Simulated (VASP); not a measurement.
Here is the system:

```yaml
crystal:
  lattice:
    - [0.00000, 2.35355, 2.35355]
    - [2.35355, 0.00000, 2.35355]
    - [2.35355, 2.35355, 0.00000]
  atoms:
    - { symbol: Cd, position: [0.00000, 0.00000, 0.00000] }
    - { symbol: O, position: [0.50000, 0.50000, 0.50000] }
```

The numbers are results of PBEsol GGA, VASP's PBE PAW potentials (set 64) (plane waves; VASP), not measurements. Settings: 520 eV cut-off, 12×12×12 Γ-centred mesh, first-order Methfessel-Paxton smearing of 0.10 eV, potentials Cd O.

Predict the energy per atom (σ→0), band gap (on the k-mesh) with the smallest direct gap where there is one.

```json
{
 "band gap (on the k-mesh)": "none (metal, semimetal or under 0.01 eV)",
 "energy per atom (σ→0)": "-4.252 eV/atom"
}
```

The absolute energy has meaning only against runs of the same code, potentials and settings.

The compound is CdO in the rock salt structure. It was relaxed first. The start is the result of an earlier pass.
